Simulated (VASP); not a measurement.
An input for Ansatz (written as the equivalent of a VASP run, and not itself run):

Ansatz 0.2 input:
```yaml
crystal:
  lattice:
    - [0.0000000, 3.1812910, 3.1812910]
    - [3.1812910, 0.0000000, 3.1812910]
    - [3.1812910, 3.1812910, 0.0000000]
  atoms:
    - { symbol: P, position: [0.0157169, 0.0157169, -0.0157169] }
    - { symbol: Nb, position: [0.5000000, 0.5000000, 0.5000000] }
    - { symbol: Nb, position: [0.2500000, 0.2500000, 0.2500000] }
    - { symbol: Nb, position: [0.7500000, 0.7500000, 0.7500000] }
kpoints:
  mp_grid: { grid: [8, 8, 8] }
hamiltonian:
  xc: r2scan
  pseudopotentials: { kind: paw }
scf:
  occupations: { method: methfessel_paxton, width: 0.1 }
  max_iter: 100
output: { forces: true, stress: true, eigenvalues: true }
```

Problem. Write the VASP files for the same calculation (r2SCAN).

Solution. This is not unique; one that fits is 
INCAR:
```
! general
SYSTEM  = Nb3P
PREC    = Accurate
ENCUT   = 480
LREAL   = .FALSE.
LASPH   = .TRUE.

! electronic loop
EDIFF   = 1E-7
NELM    = 100
ALGO    = Normal
LMAXMIX = 4
LMIXTAU = .TRUE.

! smearing
ISMEAR  = 1
SIGMA   = 0.1

! functional
METAGGA = R2SCAN

! ions
ISIF    = 2

! output
LWAVE   = .FALSE.
LCHARG  = .FALSE.
```

### POSCAR
```
Nb3P
1
    0.0000000000     3.1812910029     3.1812910029
    3.1812910029     0.0000000000     3.1812910029
    3.1812910029     3.1812910029     0.0000000000
P Nb
1 3
Direct
  0.0157168898   0.0157168898  -0.0157168898
  0.5000000000   0.5000000000   0.5000000000
  0.2500000000   0.2500000000   0.2500000000
  0.7500000000   0.7500000000   0.7500000000
```

### KPOINTS
```
Automatic
0
G
 8 8 8
```

POTCAR, in this order: P Nb_sv (PBE.64 set). Program: vasp_std.

What does not carry over: each code has its own PAW files, so the cut-off isn't converted (ENCUT is set for VASP's; basis.ecutwfc is left out, and Ansatz then takes the one that its files recommend); Ansatz stops its SCF on the density residual and VASP on the energy change (EDIFF).

The structure was generated: Nb3P was put into the D03 type (Fm-3m), which need not be its known phase. This cell was strained or had an atom moved on purpose.
